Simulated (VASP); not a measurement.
Input:

```
CELL_PARAMETERS angstrom
      0.00000     4.07806     5.24450
      2.34108     0.00000     5.24450
      2.34108     4.07806     0.00000
ATOMIC_POSITIONS crystal
  Ge 0.66980 0.33020 0.66980
  Ge 0.33020 0.66980 0.33020
  Ge 0.58020 0.91980 0.58020
  Ge 0.91980 0.58020 0.91980
  Pt 0.00000 0.00000 0.00000
  Pt 0.25000 0.25000 0.25000
```

Calculation: PBEsol GGA, VASP's PBE PAW potentials (set 64) (plane waves; VASP). Run with 400 eV cut-off, Gaussian smearing of 0.050 eV, potentials Ge_d Pt.

Unless said otherwise, spin-orbit coupling is left out, though it shifts the bands of the heavy elements here.

Estimate the band gap (along the path) with the smallest direct gap where there is one.

| Quantity | Result |
|---|---|
| band gap (along the path) | none (metal, semimetal or under 0.01 eV) |

The structure was generated: Ge2Pt was put into the C54 type (Fddd), which need not be its known phase. It was relaxed first, which changed the volume by +17 %.
